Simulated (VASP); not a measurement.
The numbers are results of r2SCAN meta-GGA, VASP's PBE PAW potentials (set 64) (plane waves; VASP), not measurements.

A VASP calculation is set up with these files.

INCAR:
```
ALGO = Normal
CSHIFT = 0.1
EDIFF = 1E-7
ENCUT = 520
ISMEAR = 0
LASPH = T
LCHARG = F
LMAXMIX = 4
LMIXTAU = T
LOPTICS = T
LPEAD = T
LREAL = F
LWAVE = F
METAGGA = R2SCAN
NBANDS = 75
NEDOS = 1001
NELM = 100
PREC = Accurate
SIGMA = 0.01
SYSTEM = SnF4
```

POSCAR:
```
SnF4
1
   -2.0403806380     2.0403806380     3.9016950688
    2.0403806380    -2.0403806380     3.9016950688
    2.0403806380     2.0403806380    -3.9016950688
Sn F
1 4
Direct
  0.0000000000   0.0000000000   0.0000000000
  0.7566710666   0.7566710666   0.0000000000
  0.2433289334   0.2433289334   0.0000000000
  0.5000000000   0.0000000000   0.5000000000
  0.0000000000   0.5000000000   0.5000000000
```

### KPOINTS
```
Automatic mesh
0
Gamma
10 10 10
0 0 0
```

POTCAR, in this order: Sn_d F (PBE.64 set). Program: vasp_std.

What VASP printed:

### OUTCAR
```
 ion  position               nearest neighbor table
   1  0.000  0.000  0.000-   2 1.90   3 1.90   4 2.04   5 2.04   5 2.04   4 2.04
   2  0.757  0.757  0.000-   1 1.90
   3  0.243  0.243  0.000-   1 1.90
   4  0.500  0.000  0.500-   1 2.04   1 2.04
   5  0.000  0.500  0.500-   1 2.04   1 2.04
  LATTYP: Found a body centered tetragonal cell.
 ALAT       =     4.0807612760
 C/A-ratio  =     1.9122388226
 Subroutine PRICEL returns:
 Original cell was already a primitive cell.
 Subroutine GETGRP returns: Found 16 space group operations
The static configuration has the point symmetry D_4h.
The dynamic configuration has the point symmetry D_4h.
 Subroutine INISYM returns: Found 16 space group operations
 Subroutine IBZKPT returns following result:
 Found    102 irreducible k-points:

 Following reciprocal coordinates:
            Coordinates               Weight
  0.000000  0.000000  0.000000      1.000000
  0.100000  0.000000  0.000000      8.000000
  0.200000  0.000000  0.000000      8.000000
  0.300000 -0.000000  0.000000      8.000000
  0.400000 -0.000000  0.000000      8.000000
  0.500000 -0.000000  0.000000      4.000000
  0.100000  0.100000  0.000000      8.000000
  0.200000  0.100000  0.000000     16.000000
  0.300000  0.100000  0.000000     16.000000
  0.400000  0.100000  0.000000     16.000000
  0.500000  0.100000  0.000000     16.000000
 -0.400000  0.100000 -0.000000     16.000000
 -0.300000  0.100000 -0.000000     16.000000
 -0.200000  0.100000 -0.000000     16.000000
 -0.100000  0.100000  0.000000      4.000000
  0.200000  0.200000  0.000000      8.000000
  0.300000  0.200000  0.000000     16.000000
  0.400000  0.200000  0.000000     16.000000
  0.500000  0.200000  0.000000     16.000000
 -0.400000  0.200000 -0.000000     16.000000
 -0.300000  0.200000 -0.000000     16.000000
 -0.200000  0.200000  0.000000      4.000000
  0.300000  0.300000  0.000000      8.000000
  0.400000  0.300000  0.000000     16.000000
  0.500000  0.300000  0.000000     16.000000
 -0.400000  0.300000  0.000000     16.000000
 -0.300000  0.300000  0.000000      4.000000
  0.400000  0.400000  0.000000      8.000000
  0.500000  0.400000  0.000000     16.000000
 -0.400000  0.400000  0.000000      4.000000
  0.500000  0.500000  0.000000      2.000000
  0.100000  0.100000  0.100000      8.000000
  0.200000  0.100000  0.100000     16.000000
  0.300000  0.100000  0.100000     16.000000
  0.400000  0.100000  0.100000      8.000000
 -0.100000  0.100000  0.100000      4.000000
  0.200000  0.200000  0.100000      8.000000
  0.300000  0.200000  0.100000     16.000000
  0.400000  0.200000  0.100000     16.000000
  0.500000  0.200000  0.100000     16.000000
 Subroutine IBZKPT_HF returns following result:
   k-points           NKPTS =    102   k-points in BZ     NKDIM =    102   number of bands    NBANDS=     75
   number of dos      NEDOS =   1001   number of ions     NIONS =      5
   total plane-waves  NPLWV =  46656
   dimension x,y,z NGX =    36 NGY =   36 NGZ =   36
   dimension x,y,z NGXF=    72 NGYF=   72 NGZF=   72
   ions per type =               1   4
   PREC   = accura    normal or accurate (medium, high low for compatibility)
   ISTART =      0    job   : 0-new  1-cont  2-samecut
   ICHARG =      2    charge: 1-file 2-atom 10-const
   ISPIN  =      1    spin polarized calculation?
   LNONCOLLINEAR =      F non collinear calculations
   LSORBIT =      F    spin-orbit coupling
   INIWAV =      1    electr: 0-lowe 1-rand  2-diag
   ENCUT  =  520.0 eV  38.22 Ry    6.18 a.u.   9.02  9.02  9.02*2*pi/ulx,y,z
...
```

File OSZICAR:
```
       N       E                     dE             d eps       ncg     rms          rms(c)
DAV:   1     0.378929421839E+03    0.37893E+03   -0.17717E+04 20306   0.771E+02
DAV:   2    -0.103659215234E+02   -0.38930E+03   -0.34719E+03 16703   0.291E+02
DAV:   3    -0.629758376530E+02   -0.52610E+02   -0.51803E+02 17549   0.767E+01
DAV:   4    -0.644468995346E+02   -0.14711E+01   -0.14695E+01 17888   0.123E+01
DAV:   5    -0.644583446964E+02   -0.11445E-01   -0.11444E-01 18624   0.109E+00    0.110E+01
DAV:   6    -0.527139135423E+02    0.11744E+02   -0.92528E-01 18916   0.154E+01    0.530E+00
DAV:   7    -0.497063493685E+02    0.30076E+01   -0.11099E+00 20109   0.606E+00    0.254E+00
DAV:   8    -0.560929307565E+02   -0.63866E+01   -0.88309E-01 15949   0.446E+00    0.136E+00
DAV:   9    -0.497830100197E+02    0.63099E+01   -0.30291E-01 16536   0.266E+00    0.328E-01
DAV:  10    -0.500501613300E+02   -0.26715E+00   -0.13809E-01 15581   0.163E+00    0.140E-01
DAV:  11    -0.499886355558E+02    0.61526E-01   -0.16640E-02 16487   0.518E-01    0.105E-01
DAV:  12    -0.500569913487E+02   -0.68356E-01   -0.12937E-02 15691   0.489E-01    0.898E-02
DAV:  13    -0.500642380060E+02   -0.72467E-02   -0.26196E-03 16418   0.232E-01    0.313E-02
DAV:  14    -0.500801483052E+02   -0.15910E-01   -0.50136E-03 16389   0.289E-01    0.274E-02
DAV:  15    -0.500800528509E+02    0.95454E-04   -0.16505E-04 18216   0.433E-02    0.202E-02
DAV:  16    -0.500809363548E+02   -0.88350E-03   -0.31575E-04 15748   0.917E-02    0.427E-03
DAV:  17    -0.500810047793E+02   -0.68424E-04   -0.23833E-04 16134   0.602E-02    0.697E-03
DAV:  18    -0.500811715849E+02   -0.16681E-03   -0.75575E-05 15956   0.343E-02    0.371E-03
DAV:  19    -0.500811908267E+02   -0.19242E-04   -0.12436E-05 16079   0.151E-02    0.148E-03
DAV:  20    -0.500811992505E+02   -0.84238E-05   -0.18380E-06 16926   0.531E-03    0.948E-04
DAV:  21    -0.500811991869E+02    0.63633E-07   -0.87583E-08 16398   0.143E-03
   1 F= -.50081199E+02 E0= -.50081199E+02  d E =-.122170E-23
 imaginary and real dielectric function
```

### OUTCAR
```
------------------------ aborting loop because EDIFF is reached ----------------------------------------
  FORCE on cell =-STRESS in cart. coord.  units (eV):
  Direction    XX          YY          ZZ          XY          YZ          ZX
  --------------------------------------------------------------------------------------
  Total       -0.0110633     -0.0110633     -0.0209581      0.0000000      0.0000000      0.0000000
  in kB       -0.2728103     -0.2728103     -0.5168039      0.0000000      0.0000000      0.0000000
  external PRESSURE =      -0.3541415 kB  Pullay stress =       0.0000000 kB
  volume of cell :       64.97
      direct lattice vectors                 reciprocal lattice vectors
    -2.040380638  2.040380638  3.901695069     0.000000000  0.245052316  0.128149430
     2.040380638 -2.040380638  3.901695069     0.245052316  0.000000000  0.128149430
     2.040380638  2.040380638 -3.901695069     0.245052316  0.245052316  0.000000000
 POSITION                                       TOTAL-FORCE (eV/Angst)
 -----------------------------------------------------------------------------------
      0.00000      0.00000      0.00000        -0.000000     -0.000000      0.000000
      0.00000      0.00000      5.90460         0.000000      0.000000     -0.007995
      0.00000      0.00000      1.89879        -0.000000     -0.000000      0.007995
      0.00000      2.04038      0.00000        -0.000000     -0.000000      0.000000
      2.04038      0.00000      0.00000        -0.000000     -0.000000     -0.000000
 -----------------------------------------------------------------------------------
    total drift:                                0.000000      0.000000      0.000000
  FREE ENERGIE OF THE ION-ELECTRON SYSTEM (eV)
  ---------------------------------------------------
  free  energy   TOTEN  =       -50.0811991869 eV

  energy  without entropy=      -50.0811991869  energy(sigma->0) =      -50.08119919

 plasma frequency squared (from intraband transitions) (eV^2)
  --------------------------------------------------------------------------------------
       0.000       0.000       0.000
       0.000       0.000       0.000
       0.000       0.000       0.000

 plasma frequency squared (from interband transitions, int dw w eps(2)(w)) (eV^2)
  --------------------------------------------------------------------------------------
     531.716       0.000       0.000       0.000       0.000       0.000
       0.000      -0.000     531.716       0.000      -0.000       0.000
       0.000      -0.000      -0.000      -0.000     536.036       0.000
```
(Selected blocks of OUTCAR.)

The structure comes from a computed database's SnF4 entry (I4/mmm); how it stands against other phases isn't given here. It was relaxed first.
